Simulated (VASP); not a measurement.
Method: LDA (Ceperley-Alder, Perdew-Zunger), VASP's LDA PAW potentials (set 64) (plane waves; VASP 6.6.1).

The input files of a VASP run:

KPOINTS:
```
Regular mesh
0
G
12 12 7
0 0 0
```

### INCAR
```
! general
SYSTEM  = Hf
PREC    = Accurate
ENCUT   = 400
LREAL   = F
LASPH   = T

! electronic loop
EDIFF   = 1E-6
NELM    = 100
ALGO    = Normal
LMAXMIX = 6

! smearing
ISMEAR  = 1
SIGMA   = 0.1

! ions
IBRION  = 2
NSW     = 60
ISIF    = 3
EDIFFG  = -0.01

! output
LWAVE   = F
LCHARG  = F
```

File POSCAR:
```
Hf
1
    1.5950000000    -2.7626210000     0.0000000000
    1.5950000000     2.7626210000     0.0000000000
    0.0000000000     0.0000000000     5.0500000000
Hf
2
Direct
  0.3333330000   0.6666670000   0.2500000000
  0.6666670000   0.3333330000   0.7500000000
```

POTCAR, in this order: Hf_pv (LDA.64 set). Program: vasp_std.

Output

### OUTCAR
```
 ion  position               nearest neighbor table
   1  0.333  0.667  0.250-   2 3.13   2 3.13   2 3.13   2 3.13   2 3.13   2 3.13
   2  0.667  0.333  0.750-   1 3.13   1 3.13   1 3.13   1 3.13   1 3.13   1 3.13
  LATTYP: Found a hexagonal cell.
 ALAT       =     3.1899999670
 C/A-ratio  =     1.5830721167
 Subroutine PRICEL returns:
 Original cell was already a primitive cell.
 Subroutine GETGRP returns: Found 24 space group operations
The static configuration has the point symmetry D_3d.
 The point group associated with its full space group is D_6h.
The dynamic configuration has the point symmetry D_3d.
 Subroutine INISYM returns: Found 24 space group operations
 Subroutine IBZKPT returns following result:
 Found     76 irreducible k-points:

 Following reciprocal coordinates:
            Coordinates               Weight
  0.000000  0.000000  0.000000      1.000000
  0.083333  0.000000  0.000000      6.000000
  0.166667  0.000000  0.000000      6.000000
  0.250000  0.000000  0.000000      6.000000
  0.333333  0.000000  0.000000      6.000000
  0.416667  0.000000  0.000000      6.000000
  0.500000  0.000000  0.000000      3.000000
...
```

### OSZICAR
```
       N       E                     dE             d eps       ncg     rms          rms(c)
DAV:   1     0.377995551092E+02    0.37800E+02   -0.10284E+04  2176   0.112E+03
DAV:   2    -0.204111418405E+02   -0.58211E+02   -0.57051E+02  2668   0.234E+02
DAV:   3    -0.220901252978E+02   -0.16790E+01   -0.16465E+01  2866   0.275E+01
DAV:   4    -0.221060168702E+02   -0.15892E-01   -0.15819E-01  2544   0.328E+00
DAV:   5    -0.221062559714E+02   -0.23910E-03   -0.23893E-03  2954   0.326E-01    0.654E+01
DAV:   6    -0.215314447318E+02    0.57481E+00   -0.53379E-01  2296   0.534E+00    0.384E+01
DAV:   7    -0.213319632032E+02    0.19948E+00   -0.82652E-01  2312   0.637E+00    0.198E+00
DAV:   8    -0.213223805234E+02    0.95827E-02   -0.52851E-02  2422   0.177E+00    0.295E-01
DAV:   9    -0.213224712458E+02   -0.90722E-04   -0.11381E-03  2962   0.264E-01    0.200E-01
DAV:  10    -0.213224680477E+02    0.31981E-05   -0.45125E-05  2482   0.546E-02    0.239E-01
DAV:  11    -0.213224638554E+02    0.41923E-05   -0.50891E-06  2710   0.159E-02    0.166E-02
DAV:  12    -0.213224638354E+02    0.19970E-07   -0.43543E-07  1664   0.555E-03
   1 F= -.21322464E+02 E0= -.21322209E+02  d E =-.213225E+02
       N       E                     dE             d eps       ncg     rms          rms(c)
DAV:   1    -0.231497002394E+02   -0.18272E+01   -0.45910E+01  2128   0.605E+01    0.149E+01
DAV:   2    -0.217564300000E+02    0.13933E+01   -0.25541E+00  2134   0.139E+01    0.452E+00
DAV:   3    -0.213100776371E+02    0.44635E+00   -0.98667E-01  2158   0.819E+00    0.279E+00
DAV:   4    -0.212878635387E+02    0.22214E-01   -0.51831E-02  2572   0.190E+00    0.245E+00
DAV:   5    -0.212809780726E+02    0.68855E-02   -0.14000E-02  2338   0.775E-01    0.316E-01
DAV:   6    -0.212810824254E+02   -0.10435E-03   -0.55265E-04  2910   0.166E-01    0.888E-02
DAV:   7    -0.212810645867E+02    0.17839E-04   -0.17259E-05  2494   0.340E-02    0.155E-02
DAV:   8    -0.212810644306E+02    0.15619E-06   -0.72038E-07  1592   0.701E-03
   2 F= -.21281064E+02 E0= -.21280791E+02  d E =0.413994E-01
       N       E                     dE             d eps       ncg     rms          rms(c)
DAV:   1    -0.219531447578E+02   -0.67208E+00   -0.14111E+01  2128   0.335E+01    0.926E+00
DAV:   2    -0.215335118177E+02    0.41963E+00   -0.88713E-01  2170   0.784E+00    0.255E+00
DAV:   3    -0.214050944618E+02    0.12842E+00   -0.22642E-01  2212   0.371E+00    0.110E+00
DAV:   4    -0.213887671113E+02    0.16327E-01   -0.36061E-02  2392   0.153E+00    0.953E-01
DAV:   5    -0.213875334208E+02    0.12337E-02   -0.31759E-03  2662   0.337E-01    0.226E-01
DAV:   6    -0.213875444477E+02   -0.11027E-04   -0.16774E-04  2624   0.943E-02    0.863E-02
DAV:   7    -0.213875398197E+02    0.46279E-05   -0.71657E-06  2734   0.192E-02    0.167E-02
DAV:   8    -0.213875398127E+02    0.70756E-08   -0.10556E-07  1382   0.248E-03
   3 F= -.21387540E+02 E0= -.21387047E+02  d E =-.650760E-01
       N       E                     dE             d eps       ncg     rms          rms(c)
DAV:   1    -0.213877037115E+02   -0.16389E-03   -0.35707E-03  2140   0.529E-01    0.138E-01
DAV:   2    -0.213875959460E+02    0.10777E-03   -0.21480E-04  2224   0.124E-01    0.390E-02
DAV:   3    -0.213875627237E+02    0.33222E-04   -0.63945E-05  2248   0.633E-02    0.201E-02
DAV:   4    -0.213875593401E+02    0.33837E-05   -0.72560E-06  2434   0.219E-02    0.174E-02
DAV:   5    -0.213875589491E+02    0.39096E-06   -0.72277E-07  1208   0.560E-03
   4 F= -.21387559E+02 E0= -.21387061E+02  d E =-.650951E-01
```

File OUTCAR:
```
------------------------ aborting loop because EDIFF is reached ----------------------------------------
  FORCE on cell =-STRESS in cart. coord.  units (eV):
  Direction    XX          YY          ZZ          XY          YZ          ZX
  --------------------------------------------------------------------------------------
  Total       -0.0050780     -0.0050780      0.0176214      0.0000000     -0.0000000      0.0000000
  in kB       -0.1951574     -0.1951574      0.6772261      0.0000000     -0.0000000      0.0000000
  external PRESSURE =       0.0956371 kB  Pullay stress =       0.0000000 kB
  volume of cell :       41.69
      direct lattice vectors                 reciprocal lattice vectors
     1.561244042 -2.704153968  0.000000000     0.320257427 -0.184900714  0.000000000
     1.561244042  2.704153968 -0.000000000     0.320257427  0.184900714  0.000000000
     0.000000000  0.000000000  4.937261635     0.000000000  0.000000000  0.202541424
 POSITION                                       TOTAL-FORCE (eV/Angst)
 -----------------------------------------------------------------------------------
      1.56124      0.90139      1.23432        -0.000000     -0.000000      0.000000
      1.56124     -0.90139      3.70295         0.000000      0.000000      0.000000
 -----------------------------------------------------------------------------------
    total drift:                               -0.000004      0.000177     -0.000016
  FREE ENERGIE OF THE ION-ELECTRON SYSTEM (eV)
  ---------------------------------------------------
  free  energy   TOTEN  =       -21.3875589491 eV

  energy  without entropy=      -21.3860639310  energy(sigma->0) =      -21.38706061

 reached required accuracy - stopping structural energy minimisation
```
(Selected blocks of OUTCAR.)

CONTCAR:
```
Hf
   1.00000000000000
     1.5612440421413429   -2.7041539683478977    0.0000000000000000
     1.5612440421413429    2.7041539683478977   -0.0000000000000000
     0.0000000000000000    0.0000000000000000    4.9372616348421143
  Hf
     2
Direct
     0.3333330000000032    0.6666669999999968    0.2500000000000000
     0.6666669999999968    0.3333330000000032    0.7500000000000000
```

Energy and stress use the plane-wave basis of the starting cell.

The compound is Hf in the hcp structure. This run relaxes it. Symmetry was kept, so distortions that lower it aren't found.
